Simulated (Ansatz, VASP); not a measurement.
## Mg (Magnesium): VASP beside Ansatz

One calculation is typed for both programs; each brings its own data sets. How far apart do they land? The cell is taken from a series of runs on this material, whose earlier steps may have relaxed, scaled, displaced or heated it; both programs get it as it stands.

Method: plane waves, with VASP 6.6.1 beside it; zone-centre phonons at PBE, in Ansatz 0.2.0.

## 1. The starting structure

It takes space group P6_3/mmc (No. 194, hexagonal). The conventional cell has a = 3.208 Å, b = 3.208 Å, c = 5.152 Å, α = 90.00°, β = 90.00°, γ = 120.00°. Mg has 12 Mg at 3.17 to 3.21 Å nearest.

As a file:

```cif
data_structure
_symmetry_space_group_name_H-M 'P6_3/mmc'
_symmetry_Int_Tables_number 194
_cell_length_a 3.2078
_cell_length_b 3.2078
_cell_length_c 5.1520
_cell_angle_alpha 90.000
_cell_angle_beta 90.000
_cell_angle_gamma 120.000
_cell_volume 45.91
loop_
_atom_site_label
_atom_site_type_symbol
_atom_site_symmetry_multiplicity
_atom_site_Wyckoff_symbol
_atom_site_fract_x
_atom_site_fract_y
_atom_site_fract_z
_atom_site_occupancy
Mg1 Mg 2 c 0.33333 0.66667 0.25000 1
```

## 2. Ansatz: zone-centre phonons, PBE

Ansatz runs on its default PAW (the set named soft_2) files.

Second derivatives magnify differences that forces hide, and they need a tight electronic threshold.

input.yaml reads:

```yaml
crystal:
  lattice:
    - [3.2078309355, 0.0, 0.0]
    - [-1.6039154677, 2.7780630812, 0.0]
    - [0.0, 0.0, 5.1520092924]
  atoms:
    - { symbol: Mg, position: [0.3333333333, 0.6666666667, 0.25] }
    - { symbol: Mg, position: [0.6666666667, 0.3333333333, 0.75] }
kpoints:
  mp_grid: { grid: [6, 6, 3] }
hamiltonian:
  xc: pbe
scf:
  occupations: { method: methfessel_paxton, width: 0.2 }
output:
  eigenvalues: true
phonons:
  method: dfpt
  qmesh: [2, 2, 1]
  temperatures: { t_max: 1000, t_step: 50 }
  qpath:
    path:
      - [[0.0, 0.0, 0.0], [0.5, 0.0, 0.0], [0.33333333, 0.33333333, 0.0], [0.0, 0.0, 0.0], [0.0, 0.0, 0.5], [0.5, 0.0, 0.5], [0.33333333, 0.33333333, 0.5], [0.0, 0.0, 0.5]]
      - [[0.5, 0.0, 0.5], [0.5, 0.0, 0.0]]
      - [[0.33333333, 0.33333333, 0.5], [0.33333333, 0.33333333, 0.0]]
    npoints: 10
```

Command:

```bash
ansatz run input.yaml --threads 4 --pin off --max-ram 10240MiB --backend cpu --events-out ev --progress --plain --runs-dir out
```

Numbers of over 12 decimals in the logs are rounded to 6 here.

The log of the run:

```text
Engine: ansatz 0.2.0, x86_64-unknown-linux-gnu
Pseudopotentials: kind: paw
Pseudopotential: Mg, paw, valence charge 10, recommended cutoff 420 eV (normal), Mg.paw.azcp
Functional definition: PBE
  parameter kappa = 0.804
  parameter beta = 0.066725
  exchange = pbe_x(kappa = kappa, mu = beta*pi^2/3)
  correlation = pbe_c(beta = beta)
Crystal: 2 atoms, lattice volume = 45.912 Å³
Basis set: ecut = 420 eV, 905 PW (Γ), exchange–correlation on 48×48×72 points (8 copies of the dense FFT grid, shifted against one another)
Bands: 14, of which v1, the nominal top of the filled ones, is band 10 counted from 1 (9 counted from 0)
Symmetry: 24 space group operations
k-points: 14 of 108
Non-local potential: Mg, projectors of the file, l = 0: 3, l = 1: 2, l = 2: 1
PAW form: soft (Blöchl's): semilocal exchange-correlation on the pseudo side does not see the compensation charge
PAW one-centre angular grid: Mg, 110 points (default); XC on 64 Gauss nodes
Initial density: superposition of atomic densities (neutral atoms: chi_scale 0, normalization atom), corrected by the library's trained network
Initial wavefunctions: pseudopotential atomic-orbital guess
Functional: x = pbe(κ = 0.804, μ = 0.219515), c = pbe(β = 0.066725)
SCF iter   1: F=—  HF=-3847.510484 eV  |F-HF|=—  |Δ(HF+E_count)|=         —  Δρ=1.18e-3  dr2=8.40e-4  ethr=1.77e-3  ⟨swp⟩=5.2  Hψ=967  notcnv=0
preconditioner: auto → none  [metal: Δε(μ)=0.071 eV  Ē_g=6.903 eV  σ=0.200 eV  W_gap=0.28  n_scr=8 (ndim 8)  ℏωp=11.0 eV  f_vac=0.000  D(μ)=1.76/eV (n_scr^D=22)  sad-step TF]
SCF iter   2: F=—  HF=-3847.510090 eV  |F-HF|=—  |Δ(HF+E_count)|=   3.94e-4  S|Δr|=    0.00e0  Δρ=7.60e-4  dr2=3.54e-4  ethr=4.20e-6  ⟨swp⟩=2.9  Hψ=418  notcnv=0
SCF iter   3: F=—  HF=-3847.510088 eV  |F-HF|=—  |Δ(HF+E_count)|=   1.89e-6  S|Δr|=    0.00e0  Δρ=3.23e-4  dr2=2.57e-5  ethr=1.77e-6  ⟨swp⟩=2.0  Hψ=302  notcnv=0
SCF iter   4: F=—  HF=-3847.510070 eV  |F-HF|=—  |Δ(HF+E_count)|=   1.85e-5  S|Δr|=    0.00e0  Δρ=1.17e-4  dr2=3.35e-6  ethr=1.29e-7  ⟨swp⟩=2.0  Hψ=308  notcnv=0
SCF iter   5: F=—  HF=-3847.510067 eV  |F-HF|=—  |Δ(HF+E_count)|=   2.78e-6  S|Δr|=    0.00e0  Δρ=1.91e-5  dr2=8.77e-8  ethr=1.68e-8  ⟨swp⟩=2.0  Hψ=318  notcnv=0
SCF iter   6: F=—  HF=-3847.510065 eV  |F-HF|=—  |Δ(HF+E_count)|=   1.63e-6  S|Δr|=    0.00e0  Δρ=6.05e-6  dr2=8.43e-9  ethr=4.39e-10  ⟨swp⟩=2.0  Hψ=330  notcnv=0
SCF iter   7: F=—  HF=-3847.510065 eV  |F-HF|=—  |Δ(HF+E_count)|=   6.05e-9  S|Δr|=    0.00e0  Δρ=7.48e-7  dr2=1.25e-10  ethr=4.21e-11  ⟨swp⟩=2.0  Hψ=308  notcnv=0
SCF iter   8: F=-3847.510065 eV  HF=-3847.510065 eV  |F-HF|=4.55e-13  |Δ(HF+E_count)|=  1.07e-10  S|Δr|=    0.00e0  Δρ=5.89e-8  dr2=8.93e-13  ethr=1.00e-12  ⟨swp⟩=5.1  Hψ=763  notcnv=0
SCF 1 converged in 8 iterations: F = -3847.510065 eV  dr2 = 8.93e-13
  greatest PAW one-centre occupation: 1.000 electrons in one spin orbital (limit 2), on the Mg atom at site 1 (counted from 0), in its partial waves of l = 0
NSCF: frozen V_eff on 14 k-points
NSCF: frozen V_eff on 26 k-points
DFPT response loops at q = (0, 0, 0) (fractional): preconditioner auto → Kerker (q_TF=auto, 2.375 Å⁻¹) (partly filled bands, converged f_vac=0.000); β = 1.00, the filter's whole step (`scf.mixing.beta` (0.50) is not read by the response loops under this deck's `scf.mixing.preconditioner`; to damp them name `kerker` or `kerker_dos`, under which they read `scf.mixing.beta`, and type it under 1.00, their step now; both keys bind the ground state too); Broyden in place of MSR1
NSCF: frozen V_eff on 52 k-points
DFPT response loops at q = (0, -0.5, 0) (fractional): mixed as the last ones told, above
SCF converged after 8 iterations
Stability not checked: this state was not tested for a lower state beside it, because cold or Methfessel-Paxton smearing, or corrected tetrahedra, fill the levels in a way that the test cannot read (fill_not_monotonic; see scf.lower_state_search)
Free energy (F): -3847.510065 eV
Harris-Foulkes:  -3847.510065 eV  (|F-HF|=4.55e-13)
Internal energy: -3847.502174 eV  (E = F + TS)
E sigma→0 (E₀):  -3847.508092 eV
Entropy (-TS):   -0.007891 eV (-3.946 meV/atom)
Fermi energy:    5.584079 eV
--- Per-component energies (eV) ---
  E_band       = -714.859109
  E_kinetic    = 149.765812
  E_local      = -3240.822263  (includes V_loc(G=0)·N_el)
  E_nonlocal   = 191.319066
  E_hartree    = 1157.341253
  E_xc         = -56.821931
  E_vxc        = -73.300778  (∫ρ·V_xc dr)
  E_paw        = -585.025767  (= ΣΔE_a)
  E_vpaw       = -56.503490  (= ΣTr[D̂ρ^β])
  E_aug_tail   = -0.000007  (compensation charges beyond the density's cutoff)
  E_ewald      = -1463.258338
  E_smearing   = -0.007891  (= −TS)
  E_closure    = 0.000000  (closes the sum)
  Σ components = -3847.510065   (vs F -3847.510065, Δ=0.00e0)
--- Band table (eV; the first three rows and the last of 14) ---
  k-point 0: bands = [... 6 lower, -37.0884, -37.0875, -1.2798, 4.0309, 4.5106, 16.4657, 16.4657, 16.5636]
  k-point 1: bands = [... 6 lower, -37.0897, -37.0897, -0.6479, 1.2197, 8.4097, 13.4931, 16.9323, 16.9323]
  k-point 2: bands = [... 6 lower, -37.0894, -37.0888, -0.7364, 4.5252, 5.0327, 11.7000, 14.2394, 14.8865]
  k-point 13: bands = [... 6 lower, -37.0952, -37.0952, 5.5172, 5.5172, 5.5847, 7.3347, 7.7484, 7.7484]
--- Phonons (Γ-DFPT): 2 representative perturbations + reference (Σ response iterations 6) ---
  ASR residual: 5.097e-5 → 0.000e0 eV/Å²; symmetrization residual: 1.685e-10 eV/Å²
  ASR residual per site (eV/Å²): 5.10e-5 5.10e-5
  Γ frequencies (cm⁻¹): 0.00 0.00 0.00 127.94 127.94 255.68
--- Phonons (arbitrary-q DFPT): 2 irreducible q on the 2×2×1 mesh ---
  q = [0.0000, 0.0000, 0.0000] (star 1, of the zone-centre solve; hermiticity 5.77e-11, symmetrization 2.88e-11): -0.00 -0.00 0.00 127.94 127.94 255.68
  q = [0.0000, -0.5000, 0.0000] (star 3, 3 solved perturbations on 26 of 108 k-point pairs; hermiticity 1.85e-8, symmetrization 2.11e-10): 120.60 133.15 182.83 200.80 209.88 216.99
  sum rule: each row above includes the acoustic sum rule's correction from the zone centre's row sums; it moved no ω² by more than (0.76 cm⁻¹)²
  mesh force constants: q→R imaginary residual 1.16e-17; ASR residual 5.097e-5 → 0.000e0 eV/Å²; symmetrization residual 1.776e-15 eV/Å²
  interpolated dispersion: 93 rows × 6 modes
  density of states and harmonic sums: on the 22×22×12 q-mesh, interpolated from the force constants of a 2×2×1 supercell (no non-analytic term)
  largest difference from the sums on the solved wave vectors: F 1.30e-1 eV, S 1.94e-4 and C_V 6.46e-5 eV/K
  zero-point energy: 0.061280 eV/cell   skipped modes (ω ≤ 0): 3   left out of the sums: 8.61e-5 of the cell's modes: C_V's classical limit lies that fraction below 3 k_B per atom; for a crystal, a wire or a layer, F and S can be off by more, and a phonons.interpolated_qmesh denser along its periods is the remedy for the sampling
```

The column dr2 measures how far the density is from self-consistency, as an energy; F and HF (Harris–Foulkes) agree once it is small.

## 3. VASP: zone-centre phonons, PBE

The same cell, functional, mesh and smearing now go to VASP, with its own data sets.

Lines of VASP's logs that name or quote its potential files are left out, and so is its time.

INCAR reads:

```
SYSTEM = Mg
PREC = Accurate
ENCUT = 600
EDIFF = 1E-08
NELM = 120
ISMEAR = 1
SIGMA = 0.2
LREAL = .FALSE.
ALGO = Normal
GGA = PE
NBANDS = 8
LORBIT = 11
LWAVE = .FALSE.
LCHARG = .FALSE.
ISIF = 2
IBRION = 8
LASPH = .TRUE.
GGA_COMPAT = .FALSE.
```

POSCAR reads:

```
Mg
1.0
    3.2078309355      0.0000000000      0.0000000000
   -1.6039154677      2.7780630812      0.0000000000
    0.0000000000      0.0000000000      5.1520092924
Mg
2
Direct
    0.3333333333      0.6666666667      0.2500000000
    0.6666666667      0.3333333333      0.7500000000
```

KPOINTS reads:

```
Automatic mesh
0
Gamma
6 6 3
0 0 0
```

Potentials, in the order of the species: Mg (PBE family, release 64).

Command:

```bash
mpirun -np 1 vasp_std
```

The log of the run:

```text
[banner, memory and clock lines left out]
running    1 mpi-ranks, on    1 nodes
 distrk:  each k-point on    1 cores,    1 groups
 distr:  one band on    1 cores,    1 groups

 POSCAR found type information on POSCAR Mg
 POSCAR found :  1 types and       2 ions
 LDA part: xc-table for (Slater+PW92), standard interpolation
 POSCAR, INCAR and KPOINTS ok, starting setup
 FFT: planning ... GRIDC
 FFT: planning ... GRID_SOFT
 FFT: planning ... GRID
 WAVECAR not read
 entering main loop
       N       E                     dE             d eps       ncg     rms          rms(c)
DAV:   1    -0.478387974412E+00   -0.47839E+00   -0.15437E+03   224   0.418E+02
DAV:   2    -0.291957412202E+01   -0.24412E+01   -0.22831E+01   320   0.235E+01
DAV:   3    -0.293123281434E+01   -0.11659E-01   -0.11656E-01   336   0.211E+00
DAV:   4    -0.293125858250E+01   -0.25768E-04   -0.25768E-04   304   0.840E-02
DAV:   5    -0.293125858954E+01   -0.70376E-08   -0.71781E-08   312   0.171E-03    0.973E-01
DAV:   6    -0.292522512067E+01    0.60335E-02   -0.59535E-04   248   0.224E-01    0.623E-01
DAV:   7    -0.291770558227E+01    0.75195E-02   -0.23294E-03   224   0.388E-01    0.347E-02
DAV:   8    -0.291771806954E+01   -0.12487E-04   -0.13461E-05   328   0.258E-02    0.803E-03
DAV:   9    -0.291771695126E+01    0.11183E-05   -0.13120E-06   256   0.614E-03    0.644E-04
DAV:  10    -0.291771669557E+01    0.25569E-06   -0.48880E-09   344   0.503E-04    0.140E-04
DAV:  11    -0.291771667181E+01    0.23764E-07   -0.45282E-10   128   0.164E-04    0.147E-05
DAV:  12    -0.291771666997E+01    0.18375E-08   -0.78643E-12   136   0.179E-05
   1 F= -.29177167E+01 E0= -.29150787E+01  d E =-.791378E-02
 Linear response reoptimize wavefunctions to high precision
DAV:   1    -0.291771667195E+01   -0.19771E-08   -0.14059E-13   160   0.508E-06
DAV:   2    -0.291771667195E+01    0.00000E+00   -0.65662E-16   136   0.134E-06
 Linear response DOF=           2
 Linear response progress:
  Degree of freedom:   1/  2
       N       E                     dE             d eps       ncg     rms          rms(c)
RMM:   1    -0.123737494904E-02   -0.12374E-02   -0.84303E-04  1162   0.175E-01
RMM:   2    -0.124775301137E-02   -0.10378E-04   -0.51476E-06  1005   0.133E-02    0.209E-02
RMM:   3    -0.122999629125E-02    0.17757E-04   -0.81476E-07  1032   0.865E-03    0.135E-02
RMM:   4    -0.122338069045E-02    0.66156E-05   -0.24754E-06   998   0.148E-02    0.863E-04
RMM:   5    -0.122389562141E-02   -0.51493E-06   -0.19940E-08  1051   0.855E-04    0.119E-04
RMM:   6    -0.122395657825E-02   -0.60957E-07   -0.31443E-10  1026   0.108E-04    0.342E-05
RMM:   7    -0.122405607641E-02   -0.99498E-07   -0.35814E-11  1072   0.217E-05    0.236E-06
RMM:   8    -0.122405607865E-02   -0.22431E-11    0.27945E-12  1041   0.329E-06    0.606E-07
 first order change of Fermi-energy  -0.24046E-06
 force on displaced ion       1 direction 1 :  -0.733   0.000   0.000
 Linear response progress:
  Degree of freedom:   2/  2
       N       E                     dE             d eps       ncg     rms          rms(c)
RMM:   1    -0.384125452403E-02   -0.38413E-02    0.18717E-02   553   0.288E-01
RMM:   2    -0.386731676575E-02   -0.26062E-04   -0.36581E-05   421   0.339E-02    0.267E-02
RMM:   3    -0.385431302135E-02    0.13004E-04   -0.18475E-05   417   0.133E-02    0.132E-02
RMM:   4    -0.387630447563E-02   -0.21991E-04   -0.68594E-06   419   0.939E-03    0.505E-03
RMM:   5    -0.387376706255E-02    0.25374E-05   -0.63358E-07   414   0.576E-03    0.309E-04
RMM:   6    -0.387425051159E-02   -0.48345E-06   -0.15680E-08   429   0.543E-04    0.166E-04
RMM:   7    -0.387444069773E-02   -0.19019E-06   -0.86755E-10   424   0.134E-04    0.944E-06
RMM:   8    -0.387449267603E-02   -0.51978E-07    0.77660E-11   451   0.149E-05    0.296E-06
RMM:   9    -0.387448731389E-02    0.53621E-08    0.43429E-10   436   0.294E-06    0.666E-07
 first order change of Fermi-energy   0.26842E-05
 force on displaced ion       1 direction 3 :   0.000  -0.000  -2.917
 Linear response finished
```

From OUTCAR (step 3):

```text
ion  position               nearest neighbor table
   1  0.333  0.667  0.250-   2 3.17   2 3.17   2 3.17   2 3.17   2 3.17   2 3.17
   2  0.667  0.333  0.750-   1 3.17   1 3.17   1 3.17   1 3.17   1 3.17   1 3.17

  LATTYP: Found a hexagonal cell.
 ALAT       =     3.2078309355
 C/A-ratio  =     1.6060725755

 Subroutine GETGRP returns: Found 24 space group operations
 (whereof 12 operations were pure point group operations)

The static configuration has the point symmetry D_3d.
 The point group associated with its full space group is D_6h.

 Found     14 irreducible k-points:

   k-points           NKPTS =     14   k-points in BZ     NKDIM =     14   number of bands    NBANDS=      8

   dimension x,y,z NGX =    28 NGY =   28 NGZ =   42
   dimension x,y,z NGXF=    56 NGYF=   56 NGZF=   84

   ENCUT  =  600.0 eV  44.10 Ry    6.64 a.u.   6.41  6.41 10.29*2*pi/ulx,y,z

   NELECT =       4.0000    total number of electrons

 k-points in reciprocal lattice and weights: Automatic mesh
   0.00000000  0.00000000  0.00000000       0.009
   0.16666667  0.00000000  0.00000000       0.056
   0.33333333  0.00000000  0.00000000       0.056
   0.50000000  0.00000000  0.00000000       0.028
   0.16666667  0.16666667  0.00000000       0.056
   0.33333333  0.16666667  0.00000000       0.111
   0.33333333  0.33333333  0.00000000       0.019
   0.00000000  0.00000000  0.33333333       0.019
   0.16666667  0.00000000  0.33333333       0.111
[...]
0.33333333  0.16666667  0.33333333       0.222
   0.33333333  0.33333333  0.33333333       0.037

 average (electrostatic) potential at core
       1 -39.2298       2 -39.2298

  Total       -0.0617417     -0.0617417      0.1046151     -0.0000000     -0.0000000      0.0000000
  in kB       -2.1545619     -2.1545619      3.6506891     -0.0000000     -0.0000000      0.0000000
  external PRESSURE =      -0.2194783 kB  Pullay stress =       0.0000000 kB

  energy-cutoff  :      600.00
  volume of cell :       45.91
      direct lattice vectors                 reciprocal lattice vectors
     3.207830936  0.000000000  0.000000000     0.311737127  0.179981514  0.000000000
    -1.603915468  2.778063081  0.000000000     0.000000000  0.359963028  0.000000000
     0.000000000  0.000000000  5.152009292     0.000000000  0.000000000  0.194099029

 POSITION                                       TOTAL-FORCE (eV/Angst)
 -----------------------------------------------------------------------------------
     -0.00000      1.85204      1.28800         0.000000     -0.000000      0.000000
      1.60392      0.92602      3.86401        -0.000000      0.000000      0.000000
 -----------------------------------------------------------------------------------
    total drift:                                0.000000     -0.000000      0.000000

 Eigenvectors and eigenvalues of the dynamical matrix
 ----------------------------------------------------

   1 f  =    7.658957 THz    48.122646 2PiTHz  255.475306 cm-1    31.674887 meV
             X         Y         Z           dx          dy          dz
     -0.000000  1.852042  1.288002     0.000000    0.000000   -0.707107
      1.603915  0.926021  3.864007    -0.000000    0.000000    0.707107

   2 f  =    3.839476 THz    24.124139 2PiTHz  128.071130 cm-1    15.878789 meV
             X         Y         Z           dx          dy          dz
     -0.000000  1.852042  1.288002     0.440944    0.552782    0.000000
      1.603915  0.926021  3.864007    -0.440944   -0.552782    0.000000

   3 f  =    3.839476 THz    24.124139 2PiTHz  128.071130 cm-1    15.878789 meV
             X         Y         Z           dx          dy          dz
     -0.000000  1.852042  1.288002     0.552782   -0.440944   -0.000000
      1.603915  0.926021  3.864007    -0.552782    0.440944   -0.000000

   4 f  =    0.000000 THz     0.000000 2PiTHz    0.000002 cm-1     0.000000 meV
             X         Y         Z           dx          dy          dz
     -0.000000  1.852042  1.288002    -0.028369   -0.655474    0.263722
      1.603915  0.926021  3.864007    -0.028369   -0.655474    0.263722

   5 f/i=    0.000000 THz     0.000000 2PiTHz    0.000002 cm-1     0.000000 meV
             X         Y         Z           dx          dy          dz
     -0.000000  1.852042  1.288002    -0.706196    0.018105   -0.030969
      1.603915  0.926021  3.864007    -0.706196    0.018105   -0.030969

   6 f/i=    0.000000 THz     0.000000 2PiTHz    0.000002 cm-1     0.000000 meV
             X         Y         Z           dx          dy          dz
     -0.000000  1.852042  1.288002    -0.021956    0.264625    0.655356
      1.603915  0.926021  3.864007    -0.021956    0.264625    0.655356

 ELASTIC MODULI CONTR FROM IONIC RELAXATION (kBar)
 Direction    XX          YY          ZZ          XY          YZ          ZX
 --------------------------------------------------------------------------------
 XX         -60.5940     60.5940      0.0000     -0.0000     -0.0000      0.0000
 YY          60.5940    -60.5940     -0.0000     -0.0000     -0.0000      0.0000
 ZZ           0.0000     -0.0000     -0.0000     -0.0000      0.0000      0.0000
 XY          -0.0000     -0.0000     -0.0000    -60.5940      0.0000      0.0000
 YZ          -0.0000     -0.0000      0.0000      0.0000     -0.0000      0.0000
 ZX           0.0000      0.0000      0.0000      0.0000      0.0000      0.0000
 --------------------------------------------------------------------------------
```

## 4. Differences

Known differences besides the potentials themselves: VASP's run holds the zone centre alone; the data sets hold 20 valence electrons in Ansatz (on its default PAW (the set named soft_2) files) and 4 in VASP; the cutoff is 420 eV in Ansatz and 600 eV in VASP. Total energies have different zeros and are not compared.

Compared:

| quantity | Ansatz | VASP | difference |
| --- | --- | --- | --- |
| optical mode 1 to 2 (cm⁻¹) | 127.9 | 128.1 | -0.10 % |
| optical mode 3 (cm⁻¹) | 255.7 | 255.5 | +0.08 % |

Modes are paired by rising frequency, not by their patterns, so a pair may set unlike modes beside each other; they are those without the splitting of longitudinal modes.

## 5. What came out

```
r.m.s. difference of the optical zone-centre modes, each program's sorted by frequency (zone-centre phonons, PBE) : 0.16 cm⁻¹
```

**Reading.** The r.m.s. difference of the optical zone-centre modes, each program's sorted by frequency is 0.16 cm⁻¹ (zone-centre phonons, PBE). The data sets hold unlike numbers of valence electrons (20 in Ansatz and 4 in VASP), so part of the differences comes from the potentials. Such differences can come from data sets, numerical settings and the points named under the comparisons, not from the functional's error against experiment.

[Lines on the potential files, build, host, timing and source positions are cut from VASP's logs without a mark.]

[Logs are printed without paths, hosts, clocks, repeated set-up lines and the standing remarks that a program may print on its own settings, such as how far it seeks lower states.]

[Hosts, paths, dates, database ids (printed as entryN), source tags and the programs' standing remarks are cut or masked in the printed files.]
